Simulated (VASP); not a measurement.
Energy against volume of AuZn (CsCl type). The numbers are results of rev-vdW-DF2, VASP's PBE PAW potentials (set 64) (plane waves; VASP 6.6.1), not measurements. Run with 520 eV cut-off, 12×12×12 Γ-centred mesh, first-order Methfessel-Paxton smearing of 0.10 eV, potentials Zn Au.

```
V (Å³/atom)  E (eV/atom)
-----------  -----------
15.340           0.09377
15.814           0.08713
16.289           0.09186
16.763           0.10578
```

Fit these four points and predict the energy of the run at 14.865 Å³/atom.

A cubic in V^(−2/3), the third-order Birch-Murnaghan form, passes through the four points with V0 = 15.84 Å³/atom and B0 = 126 GPa, and gives 0.1144 eV/atom there. The run gave 0.1142 eV/atom, -0.2 meV/atom from the fit; all five points give B0 = 126 GPa.

The compound is AuZn in the CsCl type structure. It was relaxed first.
